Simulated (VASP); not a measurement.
Level of theory: LDA (Ceperley-Alder, Perdew-Zunger), VASP's LDA PAW potentials (set 64) (plane waves; VASP).

A VASP calculation is set up with these files.

### INCAR
```
LREAL=.FALSE.   # projection in real space or not
ISMEAR=0   # Gaussian
IBRION=8   # DFPT with symmetry
LASPH=.TRUE.   # aspherical one-centre terms
PREC=Accurate
SIGMA=0.136   # width (eV)
NSW=1   # most ionic steps
LCHARG=.FALSE.
LMAXMIX=6
LWAVE=.FALSE.
NELM=100   # most electronic steps
EDIFF=1E-8   # SCF stop (eV)
LEPSILON=.FALSE.
SYSTEM=PW
ALGO=Normal   # blocked Davidson
ENCUT=300   # plane-wave cut-off (eV)
ISIF=2
```

**KPOINTS**
```
K-points
0
G
  3 6 3
```

### POSCAR
```
PW
1
    5.7417100000     0.0000000000     0.0000000000
    0.0000000000     3.2706200000     0.0000000000
    0.0000000000     0.0000000000     6.2033100000
P W
4 4
Direct
  0.3143800000   0.7500000000   0.5678400000
  0.6856200000   0.2500000000   0.4321600000
  0.1856200000   0.2500000000   0.0678400000
  0.8143800000   0.7500000000   0.9321600000
  0.9862900000   0.7500000000   0.3127800000
  0.0137100000   0.2500000000   0.6872200000
  0.5137100000   0.2500000000   0.8127800000
  0.4862900000   0.7500000000   0.1872200000
```

POTCAR, in this order: P W_sv (LDA.64 set). Program: vasp_std.

Output

### OSZICAR
```
...
  Degree of freedom:   3/  6
       N       E                     dE             d eps       ncg     rms          rms(c)
RMM:   1    -0.688289091031E-01   -0.68829E-01   -0.89261E-03  3937   0.126E+00
RMM:   2    -0.587347535268E-01    0.10094E-01   -0.10051E-02  3046   0.337E-01    0.268E-01
RMM:   3    -0.588164512217E-01   -0.81698E-04   -0.17384E-03  3043   0.158E-01    0.202E-01
RMM:   4    -0.588317100247E-01   -0.15259E-04   -0.55783E-04  2987   0.834E-02    0.103E-01
RMM:   5    -0.589860417074E-01   -0.15433E-03   -0.13732E-04  3211   0.448E-02    0.162E-02
RMM:   6    -0.589738470229E-01    0.12195E-04   -0.18808E-05  3174   0.147E-02    0.824E-03
RMM:   7    -0.589659819493E-01    0.78651E-05   -0.14425E-06  3171   0.717E-03    0.441E-03
RMM:   8    -0.589638937250E-01    0.20882E-05   -0.23102E-06  3240   0.333E-03    0.196E-03
RMM:   9    -0.589661080019E-01   -0.22143E-05   -0.21775E-06  3464   0.144E-03    0.687E-04
RMM:  10    -0.589661896476E-01   -0.81646E-07    0.19552E-06  3543   0.546E-04    0.340E-04
RMM:  11    -0.589663193211E-01   -0.12967E-06    0.29992E-07  3431   0.233E-04    0.965E-05
RMM:  12    -0.589665668382E-01   -0.24752E-06    0.98788E-08  3524   0.139E-04    0.183E-05
RMM:  13    -0.589665579357E-01    0.89025E-08    0.27435E-07  3724   0.876E-05    0.128E-05
RMM:  14    -0.589665464349E-01    0.11501E-07   -0.97720E-08  3625   0.714E-05    0.685E-06
RMM:  15    -0.589665446129E-01    0.18219E-08   -0.86473E-08  3818   0.657E-05    0.245E-06
 Linear response progress:
  Degree of freedom:   4/  6
       N       E                     dE             d eps       ncg     rms          rms(c)
RMM:   1    -0.452455049895E+00   -0.45246E+00    0.92213E+00  1880   0.573E+01
RMM:   2    -0.354189038787E+00    0.98266E-01   -0.24953E-01  2672   0.232E+00    0.183E-01
RMM:   3    -0.356553392137E+00   -0.23644E-02   -0.21957E-02  3045   0.584E-01    0.104E-01
RMM:   4    -0.356424137845E+00    0.12925E-03   -0.32244E-03  3492   0.219E-01    0.590E-02
RMM:   5    -0.356202130186E+00    0.22201E-03   -0.40972E-04  3463   0.624E-02    0.309E-02
RMM:   6    -0.356111146446E+00    0.90984E-04   -0.44830E-05  3275   0.271E-02    0.115E-02
RMM:   7    -0.356053100317E+00    0.58046E-04   -0.16412E-05  3694   0.144E-02    0.510E-03
RMM:   8    -0.356044802970E+00    0.82973E-05    0.58057E-06  3365   0.550E-03    0.270E-03
RMM:   9    -0.356044205464E+00    0.59751E-06    0.16273E-06  3703   0.258E-03    0.162E-03
RMM:  10    -0.356043085249E+00    0.11202E-05    0.58381E-06  3816   0.142E-03    0.427E-04
RMM:  11    -0.356043253779E+00   -0.16853E-06    0.22264E-06  3543   0.633E-04    0.230E-04
RMM:  12    -0.356043389489E+00   -0.13571E-06    0.28993E-06  3556   0.362E-04    0.106E-04
RMM:  13    -0.356044005903E+00   -0.61641E-06    0.95752E-07  3813   0.260E-04    0.258E-05
RMM:  14    -0.356044064737E+00   -0.58834E-07    0.14579E-06  3697   0.190E-04    0.145E-05
RMM:  15    -0.356044218328E+00   -0.15359E-06    0.59607E-07  3793   0.166E-04    0.753E-06
RMM:  16    -0.356044245078E+00   -0.26750E-07    0.68635E-07  3905   0.150E-04    0.629E-06
RMM:  17    -0.356044322308E+00   -0.77230E-07    0.32509E-07  3993   0.142E-04    0.369E-06
RMM:  18    -0.356044323288E+00   -0.98015E-09    0.28950E-07  4074   0.134E-04    0.261E-06
RMM:  19    -0.356044345378E+00   -0.22090E-07    0.19264E-07  4148   0.130E-04    0.233E-06
RMM:  20    -0.356044357781E+00   -0.12403E-07    0.11243E-07  4213   0.127E-04    0.154E-06
RMM:  21    -0.356044357706E+00    0.75282E-10    0.98536E-08  4168   0.124E-04    0.185E-06
 Linear response progress:
  Degree of freedom:   5/  6
       N       E                     dE             d eps       ncg     rms          rms(c)
RMM:   1    -0.390480174407E+00   -0.39048E+00    0.99071E+00  2675   0.566E+01
RMM:   2    -0.300770467509E+00    0.89710E-01   -0.22447E-01  3706   0.221E+00    0.158E-01
RMM:   3    -0.302325741167E+00   -0.15553E-02   -0.17759E-02  4273   0.540E-01    0.874E-02
RMM:   4    -0.302245433346E+00    0.80308E-04   -0.30238E-03  5076   0.195E-01    0.416E-02
RMM:   5    -0.302028552397E+00    0.21688E-03   -0.14244E-04  4716   0.391E-02    0.783E-03
RMM:   6    -0.302017082407E+00    0.11470E-04   -0.32133E-05  4925   0.124E-02    0.489E-03
RMM:   7    -0.302014298370E+00    0.27840E-05   -0.46661E-06  4704   0.510E-03    0.213E-03
RMM:   8    -0.302015758403E+00   -0.14600E-05   -0.13311E-06  5111   0.243E-03    0.571E-04
RMM:   9    -0.302017773248E+00   -0.20148E-05   -0.98315E-07  5090   0.937E-04    0.360E-04
RMM:  10    -0.302019423579E+00   -0.16503E-05    0.58039E-09  4915   0.498E-04    0.137E-04
RMM:  11    -0.302019959979E+00   -0.53640E-06   -0.14795E-07  5131   0.297E-04    0.561E-05
RMM:  12    -0.302020102392E+00   -0.14241E-06   -0.50657E-09  5103   0.212E-04    0.321E-05
RMM:  13    -0.302020254888E+00   -0.15250E-06   -0.57920E-08  5183   0.179E-04    0.141E-05
RMM:  14    -0.302020326564E+00   -0.71675E-07    0.11890E-08  5512   0.156E-04    0.877E-06
RMM:  15    -0.302020347266E+00   -0.20702E-07    0.18986E-08  5555   0.145E-04    0.657E-06
RMM:  16    -0.302020371473E+00   -0.24207E-07   -0.89083E-09  5788   0.139E-04    0.986E-06
RMM:  17    -0.302020358482E+00    0.12991E-07    0.12785E-08  5704   0.134E-04    0.167E-05
RMM:  18    -0.302020363111E+00   -0.46292E-08    0.43420E-08  5847   0.130E-04    0.130E-05
 Linear response progress:
  Degree of freedom:   6/  6
       N       E                     dE             d eps       ncg     rms          rms(c)
RMM:   1    -0.433250121955E+00   -0.43325E+00    0.10748E+01  1906   0.580E+01
RMM:   2    -0.350024940983E+00    0.83225E-01   -0.23513E-01  2663   0.230E+00    0.205E-01
RMM:   3    -0.351975459670E+00   -0.19505E-02   -0.19814E-02  3052   0.573E-01    0.129E-01
RMM:   4    -0.351750069211E+00    0.22539E-03   -0.30050E-03  3501   0.224E-01    0.601E-02
RMM:   5    -0.351471254681E+00    0.27881E-03   -0.35879E-04  3572   0.622E-02    0.272E-02
RMM:   6    -0.351407137078E+00    0.64118E-04   -0.54144E-05  3265   0.261E-02    0.123E-02
RMM:   7    -0.351361373945E+00    0.45763E-04   -0.42194E-06  3571   0.122E-02    0.626E-03
RMM:   8    -0.351350474379E+00    0.10900E-04    0.28479E-06  3344   0.608E-03    0.359E-03
RMM:   9    -0.351344274927E+00    0.61995E-05    0.82000E-06  3531   0.349E-03    0.116E-03
RMM:  10    -0.351342992234E+00    0.12827E-05    0.71318E-06  3668   0.167E-03    0.555E-04
RMM:  11    -0.351343094666E+00   -0.10243E-06    0.53652E-06  3493   0.901E-04    0.321E-04
RMM:  12    -0.351343943205E+00   -0.84854E-06    0.47797E-06  3625   0.527E-04    0.101E-04
RMM:  13    -0.351344438813E+00   -0.49561E-06    0.24429E-06  3659   0.366E-04    0.321E-05
RMM:  14    -0.351344632705E+00   -0.19389E-06    0.21801E-06  3716   0.287E-04    0.208E-05
RMM:  15    -0.351344817006E+00   -0.18430E-06    0.13366E-06  3793   0.252E-04    0.194E-05
RMM:  16    -0.351345023562E+00   -0.20656E-06    0.84380E-07  3928   0.233E-04    0.652E-06
RMM:  17    -0.351344986797E+00    0.36764E-07    0.71464E-07  3974   0.208E-04    0.102E-05
RMM:  18    -0.351345047172E+00   -0.60374E-07    0.42219E-07  4078   0.194E-04    0.958E-06
RMM:  19    -0.351345026187E+00    0.20985E-07    0.38390E-07  4129   0.183E-04    0.184E-05
RMM:  20    -0.351345049640E+00   -0.23453E-07    0.27657E-07  4172   0.174E-04    0.181E-05
RMM:  21    -0.351345048196E+00    0.14440E-08    0.23890E-07  4224   0.167E-04    0.215E-05
RMM:  22    -0.351345061539E+00   -0.13344E-07    0.20225E-07  4328   0.161E-04    0.218E-05
RMM:  23    -0.351345055113E+00    0.64267E-08    0.16681E-07  4315   0.156E-04    0.257E-05
RMM:  24    -0.351345072459E+00   -0.17347E-07    0.15741E-07  4384   0.153E-04    0.241E-05
 Linear response finished
```

File OUTCAR:
```
------------------------ aborting loop because EDIFF is reached ----------------------------------------

   1 f  =   12.388094 THz    77.836688 2PiTHz  413.222323 cm-1    51.233015 meV
             X         Y         Z           dx          dy          dz
      1.805079  2.452965  3.522488    -0.205853   -0.000000   -0.445731
      3.936631  0.817655  2.680822    -0.205853   -0.000000   -0.445731
      1.065776  0.817655  0.420833    -0.205853   -0.000000    0.445731
      4.675934  2.452965  5.782477    -0.205853   -0.000000    0.445731
      5.662991  2.452965  1.940271     0.084549    0.000000   -0.042426
      0.078719  0.817655  4.263039     0.084549    0.000000   -0.042426
      2.949574  0.817655  5.041926     0.084549    0.000000    0.042426
      2.792136  2.452965  1.161384     0.084549   -0.000000    0.042426

   2 f  =   12.208084 THz    76.705652 2PiTHz  407.217837 cm-1    50.488554 meV
             X         Y         Z           dx          dy          dz
      1.805079  2.452965  3.522488     0.439971    0.000000    0.227239
      3.936631  0.817655  2.680822    -0.439971   -0.000000   -0.227239
      1.065776  0.817655  0.420833     0.439971   -0.000000   -0.227239
      4.675934  2.452965  5.782477    -0.439971    0.000000    0.227239
      5.662991  2.452965  1.940271    -0.052566    0.000000   -0.044997
      0.078719  0.817655  4.263039     0.052566    0.000000    0.044997
      2.949574  0.817655  5.041926    -0.052566    0.000000    0.044997
      2.792136  2.452965  1.161384     0.052566   -0.000000   -0.044997

   3 f  =   11.921728 THz    74.906424 2PiTHz  397.666030 cm-1    49.304282 meV
             X         Y         Z           dx          dy          dz
      1.805079  2.452965  3.522488    -0.386439   -0.000000   -0.287537
      3.936631  0.817655  2.680822    -0.386439    0.000000   -0.287537
      1.065776  0.817655  0.420833     0.386439    0.000000   -0.287537
      4.675934  2.452965  5.782477     0.386439   -0.000000   -0.287537
      5.662991  2.452965  1.940271     0.063567    0.000000    0.118096
      0.078719  0.817655  4.263039     0.063567   -0.000000    0.118096
      2.949574  0.817655  5.041926    -0.063567   -0.000000    0.118096
      2.792136  2.452965  1.161384    -0.063567   -0.000000    0.118096

   4 f  =   11.063318 THz    69.512876 2PiTHz  369.032560 cm-1    45.754186 meV
             X         Y         Z           dx          dy          dz
      1.805079  2.452965  3.522488     0.259789    0.000000    0.417859
      3.936631  0.817655  2.680822    -0.259789    0.000000   -0.417859
      1.065776  0.817655  0.420833    -0.259789    0.000000    0.417859
      4.675934  2.452965  5.782477     0.259789    0.000000   -0.417859
      5.662991  2.452965  1.940271    -0.031264   -0.000000   -0.083224
      0.078719  0.817655  4.263039     0.031264   -0.000000    0.083224
      2.949574  0.817655  5.041926     0.031264   -0.000000   -0.083224
      2.792136  2.452965  1.161384    -0.031264   -0.000000    0.083224

   5 f  =   10.657426 THz    66.962581 2PiTHz  355.493457 cm-1    44.075551 meV
             X         Y         Z           dx          dy          dz
      1.805079  2.452965  3.522488     0.228704   -0.000000   -0.420872
      3.936631  0.817655  2.680822    -0.228704    0.000000    0.420872
      1.065776  0.817655  0.420833     0.228704    0.000000    0.420872
      4.675934  2.452965  5.782477    -0.228704   -0.000000   -0.420872
      5.662991  2.452965  1.940271     0.135351   -0.000000   -0.047344
      0.078719  0.817655  4.263039    -0.135351    0.000000    0.047344
      2.949574  0.817655  5.041926     0.135351    0.000000    0.047344
      2.792136  2.452965  1.161384    -0.135351   -0.000000   -0.047344

   6 f  =   10.424965 THz    65.501989 2PiTHz  347.739414 cm-1    43.114173 meV
             X         Y         Z           dx          dy          dz
      1.805079  2.452965  3.522488     0.000000    0.481440   -0.000000
      3.936631  0.817655  2.680822    -0.000000   -0.481440    0.000000
      1.065776  0.817655  0.420833     0.000000   -0.481440    0.000000
      4.675934  2.452965  5.782477    -0.000000    0.481440   -0.000000
      5.662991  2.452965  1.940271    -0.000000    0.134966   -0.000000
      0.078719  0.817655  4.263039    -0.000000   -0.134966   -0.000000
      2.949574  0.817655  5.041926    -0.000000   -0.134966    0.000000
      2.792136  2.452965  1.161384    -0.000000    0.134966   -0.000000

   7 f  =    9.873727 THz    62.038455 2PiTHz  329.352075 cm-1    40.834435 meV
             X         Y         Z           dx          dy          dz
      1.805079  2.452965  3.522488    -0.000000   -0.499868    0.000000
      3.936631  0.817655  2.680822    -0.000000   -0.499868    0.000000
      1.065776  0.817655  0.420833    -0.000000    0.499868   -0.000000
      4.675934  2.452965  5.782477    -0.000000    0.499868    0.000000
      5.662991  2.452965  1.940271    -0.000000    0.011498    0.000000
      0.078719  0.817655  4.263039     0.000000    0.011498   -0.000000
      2.949574  0.817655  5.041926    -0.000000   -0.011498    0.000000
      2.792136  2.452965  1.161384    -0.000000   -0.011498    0.000000

   8 f  =    9.808952 THz    61.631465 2PiTHz  327.191432 cm-1    40.566549 meV
             X         Y         Z           dx          dy          dz
      1.805079  2.452965  3.522488    -0.413650   -0.000000    0.218854
      3.936631  0.817655  2.680822    -0.413650   -0.000000    0.218854
      1.065776  0.817655  0.420833    -0.413650   -0.000000   -0.218854
      4.675934  2.452965  5.782477    -0.413650   -0.000000   -0.218854
      5.662991  2.452965  1.940271     0.169868    0.000000    0.046274
      0.078719  0.817655  4.263039     0.169868   -0.000000    0.046274
      2.949574  0.817655  5.041926     0.169868    0.000000   -0.046274
      2.792136  2.452965  1.161384     0.169868    0.000000   -0.046274

   9 f  =    9.760691 THz    61.328230 2PiTHz  325.581603 cm-1    40.366956 meV
             X         Y         Z           dx          dy          dz
      1.805079  2.452965  3.522488     0.000000    0.499586   -0.000000
      3.936631  0.817655  2.680822     0.000000   -0.499586   -0.000000
      1.065776  0.817655  0.420833     0.000000    0.499586    0.000000
      4.675934  2.452965  5.782477     0.000000   -0.499586    0.000000
      5.662991  2.452965  1.940271     0.000000    0.020349   -0.000000
      0.078719  0.817655  4.263039    -0.000000   -0.020349    0.000000
      2.949574  0.817655  5.041926     0.000000    0.020349    0.000000
      2.792136  2.452965  1.161384    -0.000000   -0.020349    0.000000

  10 f  =    9.564621 THz    60.096289 2PiTHz  319.041431 cm-1    39.556078 meV
             X         Y         Z           dx          dy          dz
      1.805079  2.452965  3.522488    -0.000000    0.462487    0.000000
      3.936631  0.817655  2.680822    -0.000000    0.462487    0.000000
      1.065776  0.817655  0.420833    -0.000000    0.462487   -0.000000
      4.675934  2.452965  5.782477    -0.000000    0.462487   -0.000000
      5.662991  2.452965  1.940271     0.000000   -0.190016    0.000000
      0.078719  0.817655  4.263039     0.000000   -0.190016   -0.000000
      2.949574  0.817655  5.041926     0.000000   -0.190016    0.000000
...
```
(Selected blocks of OUTCAR.)

**OUTCAR**
```
 val. band max:       11.2139196204   @ k =   0.3333   0.0000   0.0000

 cond. band min:      11.2337422170   @ k =   0.3333   0.3333   0.0000


 Fermi energy:        11.2325087678

 k-point     1 :       0.0000    0.0000    0.0000
  band No.  band energies     occupation
      1     -62.6297      2.00000
      2     -62.6081      2.00000
      3     -62.5917      2.00000
      4     -62.5699      2.00000
      5     -27.4591      2.00000
      6     -27.3922      2.00000
      7     -27.3341      2.00000
      8     -27.3317      2.00000
      9     -27.1639      2.00000
     10     -27.1168      2.00000
     11     -27.0506      2.00000
     12     -26.9947      2.00000
     13     -26.9511      2.00000
     14     -26.9496      2.00000
     15     -26.9226      2.00000
     16     -26.8937      2.00000
     17      -3.4069      2.00000
     18      -1.0731      2.00000
     19      -0.4429      2.00000
     20       0.5641      2.00000
     21       3.2448      2.00000
     22       3.2569      2.00000
     23       5.3970      2.00000
     24       5.6284      2.00000
     25       6.2603      2.00000
     26       6.7073      2.00000
     27       6.9489      2.00000
     28       6.9676      2.00000
     29       7.0180      2.00000
     30       7.7413      2.00000
     31       8.0428      2.00000
     32       8.6473      2.00000
     33       9.3864      2.00000
     34       9.8237      2.00000
     35      10.1247      2.00000
     36      10.2882      2.00000
     37      10.3823      2.00000
     38      10.5169      2.00000
     39      10.6874      2.00000
     40      11.7091      0.00000
     41      11.9802      0.00000
     42      12.3921      0.00000
     43      12.6479      0.00000
     44      12.8541      0.00000
     45      13.2715      0.00000

 k-point     2 :       0.3333    0.0000    0.0000
  band No.  band energies     occupation
      1     -62.6248      2.00000
      2     -62.6136      2.00000
      3     -62.5866      2.00000
...
```

Unless said otherwise, spin-orbit coupling is left out, though it shifts the bands of the heavy elements here.

The structure comes from a computed database's PW entry (Pnma); how it stands against other phases isn't given here. The cell was not relaxed at this level. The k-mesh is coarse (spacing up to 0.36 per Å, 2π included), so the numbers may not be converged in it. The run is one of a series of settings (EDIFF = 1E-8, GGA removed, IBRION = 8, LEPSILON = .FALSE., NSW = 1, POTCAR P W_sv (LDA.64 set) against the base run), some of them coarse on purpose.
